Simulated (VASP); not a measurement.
Given:

```yaml
crystal:
  lattice:
    - [3.52908, 0.00000, 0.00000]
    - [0.00000, 3.52908, 0.00000]
    - [0.00000, 0.00000, 3.52908]
  atoms:
    - { symbol: Al, position: [0.00000, 0.00000, 0.00000] }
    - { symbol: Ni, position: [0.00000, 0.50000, 0.50000], spin: 0.2 }
    - { symbol: Ni, position: [0.50000, 0.00000, 0.50000], spin: 0.2 }
    - { symbol: Ni, position: [0.50000, 0.50000, 0.00000], spin: 0.2 }
```

Calculation: vdW-DF-cx, VASP's PBE PAW potentials (set 64) (plane waves; VASP 6.6.1). Run with 520 eV cut-off, 10×10×10 Γ-centred mesh, tetrahedra with Blöchl corrections, potentials Al Ni.

The cores are frozen, which limits the accuracy of field gradients.

Give the principal components of the electric field gradient (V/Å²) and the asymmetry η at each nucleus.

```tsv
atom	Vxx	Vyy	Vzz	η
Al1	0.0	0.0	0.0	-
Ni2	4.4	4.4	-8.8	0.00
Ni3	4.4	4.4	-8.8	0.00
Ni4	4.4	4.4	-8.8	0.00
```

The compound is Ni3Al in the L1_2 structure. It was relaxed first.
